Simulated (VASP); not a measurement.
# Which native defect does TiSi2 form most easily?, part 5 of 7

Aim: formation energies of the vacancies and antisites of TiSi2, in the two limits of its composition. The start is a computed cell from the Materials Project.

VASP 6.6.1, plane waves and PAW; the level of theory is named at each step.

So far, formation energy of the neutral defect (eV): step 7 (this defect's formation energies, 35 atoms, defect vacancy …) 3.04.

**8. Relaxing the defect, 35 atoms, defect Si vacancy**

This step: LDA; plane waves and PAW (Ti, Si) (VASP 6.6.1).

System of this step: Ti12Si23. The cell holds 35 atoms: 12 Ti and 23 Si. Cell: a = 7.709 Å, b = 7.709 Å, c = 10.460 Å, α = 76.9°, β = 76.9°, γ = 118.4°. It derives from TiSi2. Nearest the centre at fractional (0.875, 0.375, 0.125): Si20 at 2.48 Å, Si18 at 2.48 Å, Si23 at 2.48 Å, Si19 at 2.48 Å, Ti3 at 2.63 Å, Ti6 at 2.63 Å, Ti7 at 2.63 Å, Ti9 at 2.63 Å.

File INCAR:

```
SYSTEM = Ti12Si23
PREC = Normal
ENCUT = 300
EDIFF = 1E-05
NELM = 120
ISMEAR = 1
SIGMA = 0.2
LREAL = Auto
ALGO = Fast
GGA = CA
NBANDS = 96
LASPH = .TRUE.
LORBIT = 11
LWAVE = .FALSE.
LCHARG = .TRUE.
KPAR = 4
NCORE = 2
IBRION = 2
NSW = 50
ISIF = 2
EDIFFG = -0.03
POTIM = 0.4
MAXMIX = 40
ISYM = 2
```

File POSCAR:

```
Ti12Si23
1.0
    1.7433413960      6.6223680439      3.5401535013
    1.7433413960     -6.6223680439      3.5401535013
   10.4600483760      0.0000000000      0.0000000000
Ti Si
12 23
Direct
    0.5226799000      0.7273201000      0.1250000000
    0.5226799000      0.7273201000      0.4583333300
    0.0226799000      0.2273201000      0.2916666700
    0.5226799000      0.7273201000      0.7916666700
    0.0226799000      0.2273201000      0.6250000000
    0.0226799000      0.2273201000      0.9583333300
    0.9773201000      0.7726799000      0.0416666700
    0.9773201000      0.7726799000      0.3750000000
    0.4773201000      0.2726799000      0.2083333300
    0.9773201000      0.7726799000      0.7083333300
    0.4773201000      0.2726799000      0.5416666700
    0.4773201000      0.2726799000      0.8750000000
    0.8745008300      0.3754991700      0.4583333300
    0.3745008300      0.8754991700      0.2916666700
    0.8745008300      0.3754991700      0.7916666700
    0.3745008300      0.8754991700      0.6250000000
    0.3745008300      0.8754991700      0.9583333300
    0.6254991700      0.1245008300      0.0416666700
    0.6254991700      0.1245008300      0.3750000000
    0.1254991700      0.6245008300      0.2083333300
    0.6254991700      0.1245008300      0.7083333300
    0.1254991700      0.6245008300      0.5416666700
    0.1254991700      0.6245008300      0.8750000000
    0.1847297800      0.0652702200      0.1250000000
    0.1847297800      0.0652702200      0.4583333300
    0.6847297800      0.5652702200      0.2916666700
    0.1847297800      0.0652702200      0.7916666700
    0.6847297800      0.5652702200      0.6250000000
    0.6847297800      0.5652702200      0.9583333300
    0.3152702200      0.4347297800      0.0416666700
    0.3152702200      0.4347297800      0.3750000000
    0.8152702200      0.9347297800      0.2083333300
    0.3152702200      0.4347297800      0.7083333300
    0.8152702200      0.9347297800      0.5416666700
    0.8152702200      0.9347297800      0.8750000000
```

File KPOINTS:

```
Automatic mesh
0
Gamma
4 4 3
0 0 0
```

Potentials, in the order of the species: Ti and Si (LDA family, release 64).

The run is started by

```sh
$ mpirun -np 8 vasp_std
```

Log:

```text
[... set-up lines as in an earlier step ...]
 entering main loop
       N       E                     dE             d eps       ncg     rms          rms(c)
DAV:   1     0.631599912517E+03    0.63160E+03   -0.33350E+04  3264   0.827E+02
DAV:   2    -0.157043307881E+03   -0.78864E+03   -0.75350E+03  3264   0.251E+02
DAV:   3    -0.277866680748E+03   -0.12082E+03   -0.11613E+03  4576   0.893E+01
DAV:   4    -0.283333399810E+03   -0.54667E+01   -0.53918E+01  4336   0.203E+01
DAV:   5    -0.283445312334E+03   -0.11191E+00   -0.11151E+00  4288   0.303E+00    0.639E+01
RMM:   6    -0.260842139368E+03    0.22603E+02   -0.14665E+02  3268   0.408E+01    0.121E+01
RMM:   7    -0.261689519594E+03   -0.84738E+00   -0.28052E+01  3333   0.160E+01    0.154E+01
RMM:   8    -0.262049547329E+03   -0.36003E+00   -0.81304E+00  3435   0.554E+00    0.830E+00
RMM:   9    -0.261910702654E+03    0.13884E+00   -0.30249E+00  3266   0.670E+00    0.833E+00
RMM:  10    -0.261871960779E+03    0.38742E-01   -0.16595E+00  3278   0.373E+00    0.597E+00
RMM:  11    -0.261740220279E+03    0.13174E+00   -0.34533E-01  3264   0.266E+00    0.254E+00
RMM:  12    -0.261707468617E+03    0.32752E-01   -0.11904E-01  3357   0.999E-01    0.172E+00
RMM:  13    -0.261706511073E+03    0.95754E-03   -0.19140E-01  3331   0.114E+00    0.109E+00
RMM:  14    -0.261706213573E+03    0.29750E-03   -0.40539E-02  3462   0.611E-01    0.803E-01
RMM:  15    -0.261703345265E+03    0.28683E-02   -0.11177E-02  3280   0.311E-01    0.424E-01
RMM:  16    -0.261703854864E+03   -0.50960E-03   -0.97849E-03  3316   0.230E-01    0.319E-01
RMM:  17    -0.261703645140E+03    0.20972E-03   -0.18197E-03  3273   0.161E-01    0.129E-01
RMM:  18    -0.261703483839E+03    0.16130E-03   -0.79797E-04  3512   0.731E-02    0.698E-02
RMM:  19    -0.261703469159E+03    0.14680E-04   -0.16847E-04  3383   0.303E-02    0.675E-02
RMM:  20    -0.261703471043E+03   -0.18837E-05   -0.27791E-05  2388   0.148E-02
   1 F= -.26170347E+03 E0= -.26169711E+03  d E =-.261703E+03
 curvature:   0.00 expect dE= 0.000E+00 dE for cont linesearch  0.000E+00
 trial: gam= 0.00000 g(F)=  0.140E+00 g(S)=  0.000E+00 ort = 0.000E+00 (trialstep = 0.100E+01)
 search vector abs. value=  0.140E+00
 bond charge predicted
       N       E                     dE             d eps       ncg     rms          rms(c)
DAV:   1    -0.261814855200E+03   -0.11139E+00   -0.21920E+00  3784   0.364E+00    0.776E-01
RMM:   2    -0.261814728179E+03    0.12702E-03   -0.14857E-01  3266   0.147E+00    0.109E+00
RMM:   3    -0.261817643688E+03   -0.29155E-02   -0.53051E-02  3337   0.763E-01    0.753E-01
RMM:   4    -0.261818333103E+03   -0.68942E-03   -0.20448E-02  3541   0.375E-01    0.507E-01
RMM:   5    -0.261814523643E+03    0.38095E-02   -0.20544E-02  3453   0.448E-01    0.291E-01
RMM:   6    -0.261814633693E+03   -0.11005E-03   -0.25078E-03  3307   0.142E-01    0.242E-01
RMM:   7    -0.261814592384E+03    0.41309E-04   -0.12114E-03  3461   0.909E-02    0.751E-02
RMM:   8    -0.261814590508E+03    0.18767E-05   -0.25287E-04  3305   0.569E-02    0.728E-02
RMM:   9    -0.261814599629E+03   -0.91218E-05   -0.10747E-04  3488   0.246E-02    0.557E-02
RMM:  10    -0.261814597166E+03    0.24634E-05   -0.21529E-05  2222   0.156E-02
   2 F= -.26181460E+03 E0= -.26180878E+03  d E =-.111126E+00
[... from here on, the cycles between the ionic steps are left out ...]
   3 F= -.26187639E+03 E0= -.26187209E+03  d E =-.172918E+00
   4 F= -.26191648E+03 E0= -.26191236E+03  d E =-.400937E-01
   5 F= -.26193627E+03 E0= -.26193272E+03  d E =-.598812E-01
   6 F= -.26195179E+03 E0= -.26194862E+03  d E =-.155226E-01
   7 F= -.26195474E+03 E0= -.26195183E+03  d E =-.184675E-01
   8 F= -.26195933E+03 E0= -.26195666E+03  d E =-.459681E-02
   9 F= -.26195961E+03 E0= -.26195700E+03  d E =-.486778E-02
 curvature:  -1.96 expect dE=-0.149E-02 dE for cont linesearch -0.115E-08
 trial: gam= 0.19821 g(F)=  0.760E-03 g(S)=  0.000E+00 ort =-0.198E-05 (trialstep = 0.192E+01)
 search vector abs. value=  0.102E-02
 bond charge predicted
       N       E                     dE             d eps       ncg     rms          rms(c)
DAV:   1    -0.261960543037E+03   -0.94083E-03   -0.54461E-02  3392   0.573E-01    0.692E-02
RMM:   2    -0.261960578334E+03   -0.35297E-04   -0.13455E-03  3280   0.140E-01    0.461E-02
RMM:   3    -0.261960592372E+03   -0.14038E-04   -0.41584E-04  3562   0.598E-02    0.367E-02
RMM:   4    -0.261960585622E+03    0.67506E-05   -0.94513E-05  3341   0.321E-02
  10 F= -.26196059E+03 E0= -.26195803E+03  d E =-.980076E-03
 trial-energy change:   -0.000980  1 .order   -0.000942   -0.001459   -0.000425
 step:   2.7099(harm=  2.7099)  dis= 0.00382  next Energy=  -261.960635 (dE=-0.103E-02)
 reached required accuracy - stopping structural energy minimisation
```

Elapsed: 3.2 min, on 8 MPI ranks of AMD EPYC 7R43, shared host; peak memory 1.8 GiB.

OUTCAR, selected parts (step 8):

```text
   NELECT =     140.0000    total number of electrons

 E-fermi :   8.1290

 k-point     1 :       0.0000    0.0000    0.0000
  band No.  band energies     occupation
    ...
     66       6.9761      2.00000
     67       6.9995      2.00000
     68       7.2368      2.00000
     69       7.7116      2.01194
     70       8.0180      1.79787
     71       8.1998      0.44050
     72       8.7021     -0.00039
     73       9.0652     -0.00000
     74       9.1196     -0.00000
     75       9.1792     -0.00000
    ...

  Total       -4.3489614     -1.9081777     -7.4154168      0.0000000      0.0000000     -0.1760084
  in kB      -14.2068254     -6.2334763    -24.2240667      0.0000000      0.0000000     -0.5749696
  external PRESSURE =     -14.8881228 kB  Pullay stress =       0.0000000 kB

 POSITION                                       TOTAL-FORCE (eV/Angst)
 -----------------------------------------------------------------------------------
      3.48668     -1.35413      4.42519        -0.000000     -0.001005     -0.000000
      6.97191     -1.34914      4.41988        -0.007680     -0.000483     -0.006624
      3.52977     -1.32146      0.87453        -0.008141      0.005169      0.001618
     10.46150     -1.34914      4.43050         0.007680     -0.000483      0.006624
      6.97337     -1.35902      0.88504         0.000000      0.003129     -0.000000
     10.41696     -1.32146      0.89554         0.008141      0.005169     -0.001618
      3.48208      1.31390      6.24590         0.007752     -0.004464     -0.004000
      6.97002      1.34413      6.18712        -0.006101      0.004056      0.003090
      3.49129      1.31390      2.60448        -0.007752     -0.004464      0.004000
     10.46691      1.35342      6.18704        -0.001247      0.003013      0.000429
      6.96651      1.35342      2.66335         0.001247      0.003013     -0.000429
     10.46340      1.34413      2.66326         0.006101      0.004056     -0.003090
      6.94198      3.30568      4.42334        -0.014105     -0.007889     -0.000799
      5.18490     -3.32865      4.39250        -0.002177      0.003205     -0.009149
     10.49143      3.30568      4.42704         0.014105     -0.007889      0.000799
      8.71671     -3.32252      4.42519         0.000000      0.002985     -0.000000
     12.24852     -3.32865      4.45789         0.002177      0.003205      0.009149
      1.84171      3.32609      2.74204         0.011682     -0.003343      0.009362
      5.13417      3.32603      2.71914         0.006429      0.000796     -0.026947
      3.38831     -3.29628      2.56819        -0.011682     -0.003343     -0.009362
      8.71884      3.31837      2.65341         0.002388      0.001961      0.014924
      6.97124     -3.30400      2.65682        -0.002388      0.001961     -0.014924
     10.55590     -3.29634      2.59109        -0.006429      0.000796      0.026947
      1.74334      0.75136      0.88504        -0.000000      0.009430     -0.000000
[...]
-----------------------------------------------------------------------------------
    total drift:                               -0.000000     -0.017858     -0.000000

  FREE ENERGIE OF THE ION-ELECTRON SYSTEM (eV)
  ---------------------------------------------------
  free  energy   TOTEN  =      -261.9605856216 eV

  energy  without entropy=     -261.9529176182  energy(sigma->0) =     -261.95802962

[... 9 parts as in an earlier step ...]

[... 9 further parts left out ...]
```

Step by step:

| step | energy less that of the first step (eV) | largest force (eV/Å) |
| --- | --- | --- |
| 1 | 0.0000 | 0.6013 |
| 2 | -0.1111 | 0.4212 |
| 3 | -0.1729 | 0.2450 |
| 4 | -0.2130 | 0.1698 |
| 5 | -0.2328 | 0.1712 |
| 6 | -0.2483 | 0.1044 |
| 7 | -0.2513 | 0.0748 |
| 8 | -0.2559 | 0.0335 |
| 9 | -0.2561 | 0.0356 |
| 10 | -0.2571 | 0.0277 |

The atoms that moved most (Å):

```
atom      dx      dy      dz  length
Si20  -0.098   0.008  -0.087   0.132
Si18   0.098   0.008   0.087   0.132
Si23   0.096   0.008  -0.064   0.116
Si19  -0.096   0.008   0.064   0.116
Si29   0.056   0.064  -0.016   0.087
Si26  -0.056   0.064   0.016   0.087
 Ti7  -0.005  -0.041   0.051   0.065
 Ti9   0.005  -0.041  -0.051   0.065
```

Final coordinates:

```cif
data_structure
_symmetry_space_group_name_H-M 'P 1'
_symmetry_Int_Tables_number 1
_cell_length_a 7.7089
_cell_length_b 7.7089
_cell_length_c 10.4600
_cell_angle_alpha 76.930
_cell_angle_beta 76.930
_cell_angle_gamma 118.420
_cell_volume 490.45
loop_
_atom_site_label
_atom_site_type_symbol
_atom_site_fract_x
_atom_site_fract_y
_atom_site_fract_z
_atom_site_occupancy
Ti1 Ti 0.52276 0.72724 0.12500 1
Ti2 Ti 0.52239 0.72611 0.45844 1
Ti3 Ti 0.02374 0.22329 0.29628 1
Ti4 Ti 0.52389 0.72761 0.79156 1
Ti5 Ti 0.02239 0.22761 0.62500 1
Ti6 Ti 0.02671 0.22626 0.95372 1
Ti7 Ti 0.98135 0.78295 0.03884 1
Ti8 Ti 0.97533 0.77237 0.37506 1
Ti9 Ti 0.46705 0.26865 0.21116 1
Ti10 Ti 0.97602 0.77165 0.70938 1
Ti11 Ti 0.47835 0.27398 0.54062 1
Ti12 Ti 0.47763 0.27467 0.87494 1
Si13 Si 0.87432 0.37515 0.45542 1
Si14 Si 0.36906 0.87170 0.28889 1
Si15 Si 0.87485 0.37568 0.79458 1
Si16 Si 0.37414 0.87586 0.62500 1
Si17 Si 0.37830 0.88094 0.96111 1
Si18 Si 0.63840 0.13615 0.04698 1
Si19 Si 0.63516 0.13292 0.36282 1
Si20 Si 0.11385 0.61160 0.20302 1
Si21 Si 0.62530 0.12422 0.70862 1
Si22 Si 0.12578 0.62470 0.54138 1
Si23 Si 0.11708 0.61484 0.88718 1
Si24 Si 0.18173 0.06827 0.12500 1
Si25 Si 0.18270 0.06386 0.46010 1
Si26 Si 0.69180 0.56263 0.28556 1
Si27 Si 0.18614 0.06730 0.78990 1
Si28 Si 0.68475 0.56525 0.62500 1
Si29 Si 0.68737 0.55820 0.96444 1
Si30 Si 0.31031 0.43807 0.04261 1
Si31 Si 0.31998 0.43475 0.37419 1
Si32 Si 0.81193 0.93969 0.20739 1
Si33 Si 0.31613 0.43645 0.70723 1
Si34 Si 0.81355 0.93387 0.54277 1
Si35 Si 0.81525 0.93002 0.87581 1
```

Numbers from this step:

* electronic cycles: 82
* free energy (TOTEN): -261.9606 eV
* energy at zero smearing: -261.9580 eV
* Fermi energy: 8.129 eV

Valence density in the ab plane at fractional z = 0.125, through the centre, with atoms of Ti and Si within 0.45 Å of it. It is the smooth field of the valence electrons, not physical close to the nuclei.

Ten even steps from '_' (0.0 e/Å³) to '@' (1.1 e/Å³), each cell a mean:
```
--====----::......::::----::::::::--====----
--------::........::::::::::::::----------::
::::::::..........::::::::::::::::----::::::
::::::::::::::::::::::--==--::::::::::::::::
::::::::::--::::::::--**##++--::::::::::::::
::::----------::::--**@@@@++::::::::::----::
::----====----::::==##@@##--::..::::::----::
::--==------::::::--++++--::....::::::::::::
::--------::::::::::--::::....::::::........
::::::::::::::::::::::......::::............
....::::::::----::::::::::::::..............
......::::--------::::::::::::......______..
......::----==----::::::::::......__________
....::::--====--::::::----::......__________
....::----==----::::::----::......__________
....::----------::::::::::::::......______..
....::----------::::::::::::::::............
..::::--======--::::::::------::............
::::--------==--::::::--====--::::....::::::
------::__::----::::::--==----::::::::------
--==--____::--::..::::--==----::::::----==--
--==--::::--::....::::--==--::::::----====--
```
Columns run along a (7.7 Å), rows up along b (7.7 Å). Atoms in or near the plane, at fractional coordinates: Ti at (0.52, 0.73), Si at (0.18, 0.07).

The run ended after 10 ionic steps, 0.257 eV below its first step, once the forces on the free atoms met EDIFFG = -0.03.

The 8 first neighbours (Si and Ti) lie 2.56 Å from the site on average (2.48 to 2.63) in the perfect crystal and 2.53 Å on average after the relaxation (-1.2 %, spread from 2.35 to 2.70 Å).

**9. This defect's formation energies, 35 atoms, defect vacancy, element Si**

This step: point defect, LDA; plane waves and PAW (VASP 6.6.1).

No new run; the numbers come from the runs before.

This step gave:

```yaml
formation_energy_of_the_neutral_defect: 1.591 eV
```

Formation energy:

```csv
formation energy (eV),largest move (Å)
1.591,0.1315
```

The formation energy is the energy of the relaxed defect cell less that of the perfect cell, with each removed atom booked to its reference and each added atom taken from it.

References, in eV an atom: Si -5.958 (crystal Fd-3m) and Ti -8.531 (crystal P6_3/mmc). They were run at the supercell's cutoff and functional, without U, and count both elements from their own phases.

The formation energy is 1.591 eV, and the largest move of an atom 0.13 Å.

(Continued in part 6 of 7.)

[Lines on the potential files, build, host, timing and source positions are cut from VASP's logs without a mark.]

[Logs are printed without paths, hosts, clocks, repeated set-up lines and the standing remarks that a program may print on its own settings, such as how far it seeks lower states.]

[Hosts, paths, dates, database ids (printed as entryN), source tags and the programs' standing remarks are cut or masked in the printed files.]

[In band tables of VASP the shares of atoms and orbitals are scaled to a sum of 1 inside the atoms' spheres.]

[Runs that stopped without an error message from VASP are left out.]
